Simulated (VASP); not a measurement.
Data:

```xyz
2
Lattice="0.0000 2.0974 2.0974 2.0974 0.0000 2.0974 2.0974 2.0974 0.0000" Properties=species:S:1:pos:R:3 pbc="T T T"
Mg     0.0000     0.0000     0.0000
O      2.0974     2.0974     2.0974
```

The numbers are results of r2SCAN meta-GGA, VASP's PBE PAW potentials (set 64) (plane waves; VASP 6.6.1), not measurements. Numerical set-up: 600 eV cut-off, 10×10×10 Γ-centred mesh, Gaussian smearing of 0.050 eV, potentials Mg O.

Problem. Predict the energy per atom (σ→0), band gap (on the k-mesh) with the smallest direct gap where there is one.

Solution. 
- band gap (on the k-mesh): 5.73 eV
- smallest direct gap (on the k-mesh): 5.73 eV
- energy per atom (σ→0): -8.083 eV/atom

The compound is MgO in the rock salt structure. It was relaxed first.
